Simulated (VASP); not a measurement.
Input:

```
Pd
1.0
    0.00000     1.97352     1.97352
    1.97352     0.00000     1.97352
    1.97352     1.97352     0.00000
Pd
1
Direct
  0.00000   0.00000   0.00000
```

All values below come from PW91 GGA, VASP's PBE PAW potentials (set 64) (plane waves; VASP). Numerical set-up: 520 eV cut-off, Gaussian smearing of 0.050 eV, potentials Pd.

Problem. Give the energies of bands 1 to 6 at the high-symmetry points, in eV from the Fermi level.

Solution. 
| band | Γ | X | U | L | W |
|---|---|---|---|---|---|
| 1 | -6.78 | -5.03 | -4.41 | -4.96 | -4.02 |
| 2 | -2.65 | -4.77 | -3.87 | -2.69 | -3.15 |
| 3 | -2.65 | -0.04 | -1.82 | -2.69 | -3.15 |
| 4 | -2.65 | 0.29 | -0.87 | -0.01 | -1.22 |
| 5 | -1.14 | 0.29 | -0.14 | -0.01 | 0.29 |
| 6 | -1.14 | 3.40 | 6.96 | 1.16 | 8.71 |

It has no gap at this level: it comes out as a metal or semimetal.

The compound is Pd in the fcc structure. It was relaxed first.
